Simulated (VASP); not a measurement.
The input files of a VASP run:

KPOINTS:
```
K-points
0
G
  15 15 15
```

### INCAR
```
SYSTEM = VN
PREC = Accurate; ENCUT = 520; LREAL = .FALSE.
LASPH = .TRUE.
EDIFF = 1E-7; NELM = 100; ALGO = Normal
LMAXMIX = 4
ISMEAR = 1; SIGMA = 0.1
GGA = MK; LUSE_VDW = .TRUE.; AGGAC = 0.0
PARAM1 = 0.1234568; PARAM2 = 0.7114; ZAB_VDW = -1.8867
ISIF = 2
LWAVE = .FALSE.; LCHARG = .FALSE.
```

### POSCAR
```
VN
2.0907820
  0.0000000000   0.9999998997   0.9999998997
  0.9999998997   0.0000000000   0.9999998997
  0.9999998997   0.9999998997   0.0000000000
V N
1 1
Direct
  0.0000000000   0.0000000000   0.0000000000
  0.5000000000   0.5000000000   0.5000000000
```

POTCAR, in this order: V_sv N (PBE.64 set). Program: vasp_std.

**Question.** Write an equivalent input for Quantum ESPRESSO's pw.x.

**Answer.** One equivalent input (not run):
```
&CONTROL
  calculation = 'scf'
  pseudo_dir = './pseudo'
  outdir = './out'
  tprnfor = .true.
  tstress = .true.
/
&SYSTEM
  ibrav = 0
  nat = 2
  ntyp = 2
  ecutwfc = 84
  occupations = 'smearing'
  smearing = 'methfessel-paxton'
  degauss = 0.00735
  input_dft = 'vdw-df2-b86r'
/
&ELECTRONS
  conv_thr = 7.3e-09
  electron_maxstep = 100
/
ATOMIC_SPECIES
  V 50.941 V.upf
  N 14.007 N.upf
CELL_PARAMETERS angstrom
     0.0000000    2.0907818    2.0907818
     2.0907818    0.0000000    2.0907818
     2.0907818    2.0907818    0.0000000
ATOMIC_POSITIONS crystal
  V    0.0000000  0.0000000  0.0000000
  N    0.5000000  0.5000000  0.5000000
K_POINTS automatic
  15 15 15 0 0 0
```
The two are equivalent in intent, not identical: the potentials are each code's own (VASP's PAW set, PseudoDojo norm-conserving files in pw.x), so ENCUT and ecutwfc are chosen apart and not converted; conv_thr bounds pw.x's estimated SCF error, while EDIFF bounds the energy change between steps.

The compound is VN in the rock salt structure, which distorts at low temperature. This cell is one point of a volume scan, at 1.06 of the reference volume.
